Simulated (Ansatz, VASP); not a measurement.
One calculation of Cu5W, two programs

```
W Cu
1.0
     0.00000    3.36911    3.36911
     3.36911    0.00000    3.36911
     3.36911    3.36911    0.00000
W Cu
1 5
Direct
  0.00000 0.00000 0.00000
  0.25000 0.25000 0.25000
  0.62500 0.62500 0.62500
  0.12500 0.62500 0.62500
  0.62500 0.62500 0.12500
  0.62500 0.12500 0.62500
```

The cell was built by a generator and needn't be a form met in nature.

Alike in both runs: task single point; functional PBEsol; k mesh 5 × 5 × 5; occupations methfessel-paxton of order 1, width 0.025 eV; no spin polarisation.

```csv
,VASP,Ansatz
version,VASP 6.6.1,Ansatz 0.2.0
potentials or method,"VASP PAW PBE potentials, release 64 (W_sv, Cu)",PAW plane waves
plane-wave cutoff (eV),520,420
valence electrons in the cell,69,109
```

|  | VASP | Ansatz | Ansatz less VASP |
| --- | --- | --- | --- |
| gap on the k mesh at the Fermi level (eV) | none | none | - |
| pressure (GPa) | -8.2 | -8.8 | -0.62 |

A gap of «none» marks a metal or a gap that the smearing closes. The functional is the same, so the differences come from potentials, cutoffs and numerics. The two sets of potentials don't hold the same shells in valence.

Caveats: the PAW data sets were made with another functional, which shifts forces and pressure a little (VASP). The runs have no spin-orbit coupling, so splittings on W are missing.
